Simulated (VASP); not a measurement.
```
NaI
1.0
    0.00000     3.20627     3.20627
    3.20627     0.00000     3.20627
    3.20627     3.20627     0.00000
Na I
1 1
Cartesian
  0.00000   0.00000   0.00000
  3.20627   3.20627   3.20627
```

Calculation: PBE GGA with D4 dispersion, VASP's PBE PAW potentials (set 64) (plane waves; VASP). Run with 520 eV cut-off, 8×8×8 Γ-centred mesh, tetrahedra with Blöchl corrections, potentials Na_pv I.

Unless said otherwise, spin-orbit coupling is left out, though it shifts the bands of the heavy elements here.

Problem. Predict the energy per atom (σ→0), band gap (on the k-mesh) with the smallest direct gap where there is one.

Solution. 
The band gap (on the k-mesh) is 3.72 eV and the smallest direct gap (on the k-mesh) is 3.72 eV. The energy per atom (σ→0) is -2.853 eV/atom.

Total energies compare only between runs with the same potentials, cut-off and functional.

The compound is NaI in the rock salt structure. It was relaxed first.
